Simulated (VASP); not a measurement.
Set up this calculation in VASP 6.6.1, as the native input.

```yaml
Task: relaxation of cell and atoms
Functional: PBE
Potentials_or_basis: VASP PAW PBE potentials, release 64 (Zn, Cd, Se, S)
Cutoff: 520 eV
k_mesh: 4 × 4 × 4
Occupations: gaussian, width 0.15 eV
Spin: no spin polarisation
Further_INCAR_settings: PREC = Normal; ALGO = Fast; EDIFF = 0.0001; IBRION = 2; EDIFFG = -0.08; NSW = 24; ISIF = 3
```

The structure of Zn2CdSeS2 lies in POSCAR:

```
Zn2CdSeS2
1.0
   -2.2339957000      2.2339957000      5.8995627500
    2.2339957000     -2.2339957000      5.8995627500
    2.2339957000      2.2339957000     -5.8995627500
Zn Cd Se S
2 1 1 2
Direct
    0.6460440200      0.6460440200      0.0000000000
    0.3539559800      0.3539559800      0.0000000000
    0.0000000000      0.0000000000      0.0000000000
    0.5000000000      0.5000000000      0.0000000000
    0.2500000000      0.7500000000      0.5000000000
    0.7500000000      0.2500000000      0.5000000000
```

The cell was built by a generator and needn't be a form met in nature.

The input as run:

INCAR

```
PREC     = Normal         # precision mode
ENCUT    = 520            # plane-wave cutoff, eV
EDIFF    = 1E-4           # SCF threshold, eV
ISMEAR   = 0              # smearing method
SIGMA    = 0.15           # smearing width, eV
LREAL    = F              # projectors in reciprocal space
LASPH    = T              # aspherical terms in the spheres
NELM     = 60             # most SCF steps
ALGO     = Fast           # electronic algorithm
ISIF     = 3              # what is computed and relaxed
LWAVE    = F              # write WAVECAR
LCHARG   = F              # write CHGCAR
GGA      = PE             # functional
IBRION   = 2              # ionic algorithm
NSW      = 24             # ionic steps
EDIFFG   = -0.08          # ionic threshold
```

KPOINTS

```
regular mesh
0
Gamma
  4 4 4
```

Potentials or basis: VASP PAW PBE potentials, release 64 (Zn, Cd, Se, S).

The run is started by

```bash
$ cat potpaw_PBE.64/Zn/POTCAR potpaw_PBE.64/Cd/POTCAR potpaw_PBE.64/Se/POTCAR potpaw_PBE.64/S/POTCAR > POTCAR
$ mpirun -np 1 vasp_std > vasp.out
```

Results of the run:

The relaxed volume is 23.13 Å³/atom. The relaxed cell is a = 7.619 Å, b = 7.619 Å, c = 7.619 Å, α = 145.84°, β = 145.84°, γ = 49.08°. The space group after relaxing (to 0.05 Å) is I4/mmm (No. 139) and the energy gained by relaxing is 1661.9 meV/atom. The ionic steps are 19 and the pressure after relaxing is 0.0 GPa. The largest force after relaxing is 0.053 eV/Å. The band gap on the k mesh is none (metal or under the smearing width).

Caveat: the k mesh is coarse (spacing up to 0.50 Å⁻¹), so the values aren't converged; the volume moved by over 15 % at a fixed basis, so the end points are rough; the relaxation stopped at a loose force limit of 0.08 eV/Å, so its end isn't a converged minimum.

Wall time 9.1 min on 1 thread of Intel(R) Xeon(R) Platinum 8488C (Sapphire Rapids), on a shared host, peak memory 0.3 GiB.
